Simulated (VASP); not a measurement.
Data:

```
DyHg2
1.0
    4.85128     0.00000     0.00000
   -2.42564     4.20133     0.00000
    0.00000     0.00000     3.36897
Dy Hg
1 2
Direct
  0.00000   0.00000   0.00000
  0.33333   0.66667   0.50000
  0.66667   0.33333   0.50000
```

Method: PBEsol GGA with spin-orbit coupling, VASP's PBE PAW potentials (set 64) (plane waves; VASP 6.6.1). Run with 400 eV cut-off, 7×7×8 Γ-centred mesh, Gaussian smearing of 0.050 eV, potentials Dy_3 Hg.

The 4f electrons are frozen in the core of the lanthanide potential, so 4f levels, which can set the real gap, and their magnetism are missing.

### Question
What does the run give for the energy per atom (σ→0), band gap (over mesh and band path) with the smallest direct gap where there is one?

### Answer

```yaml
band gap (over mesh and band path): none (metal, semimetal or under 0.01 eV)
energy per atom (σ→0): -2.871 eV/atom
```

The absolute energy has meaning only against runs of the same code, potentials and settings.

The structure comes from a measured DyHg2 entry (P6/mmm) of the Crystallography Open Database, whose conditions weren't checked. It was relaxed first.
